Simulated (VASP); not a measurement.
Energy against volume of V (bcc). Level of theory: revTPSS meta-GGA, VASP's PBE PAW potentials (set 64) (plane waves; VASP 6.6.1). Settings: 520 eV cut-off, 17×17×17 Γ-centred mesh, first-order Methfessel-Paxton smearing of 0.10 eV, potentials V_sv.

```tsv
V (Å³/atom)	E (eV/atom)
12.646	-8.17905
13.037	-8.19033
13.428	-8.18686
13.819	-8.17047
```

**Question.** Fit these four points and predict the energy of the run at 12.255 Å³/atom.

**Answer.** A cubic in V^(−2/3), the third-order Birch-Murnaghan form, passes through the four points with V0 = 13.13 Å³/atom and B0 = 196 GPa, and gives -8.1509 eV/atom there. The run gave -8.1508 eV/atom, +0.0 meV/atom from the fit; all five points give B0 = 196 GPa.

The compound is V in the bcc structure. It was relaxed first, which changed the volume by -6 %. The run is not spin-polarised, so no magnetic state was tried.
